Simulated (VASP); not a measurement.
Data:

```xyz
1
Lattice="0.0000 1.9600 1.9600 1.9600 0.0000 1.9600 1.9600 1.9600 0.0000" Properties=species:S:1:pos:R:3 pbc="T T T"
Pt     0.0000     0.0000     0.0000
```

All values below come from RPBE GGA, VASP's PBE PAW potentials (set 64) (plane waves; VASP 6.6.1). Settings: 520 eV cut-off, 14×14×14 Γ-centred mesh, first-order Methfessel-Paxton smearing of 0.10 eV, potentials Pt.

Energy and stress use the plane-wave basis of the starting cell.

**Question.** The ions, cell shape and volume are relaxed. What does this cell relax into?

**Answer.** 
```xyz
1
Lattice="0.0000 1.9944 1.9944 1.9944 0.0000 1.9944 1.9944 1.9944 0.0000" Properties=species:S:1:pos:R:3 pbc="T T T"
Pt     0.0000     0.0000     0.0000
```
Space group Fm-3m (225), at a tolerance of 0.03 Å.

**Question.** How do energy and volume change from the first to the last step?

**Answer.** The energy (σ→0) changes by -32.9 meV/atom and the volume by +5.4 %, in 4 ionic steps.

The compound is Pt in the fcc structure. This run relaxes it. Symmetry was kept, so distortions that lower it aren't found.
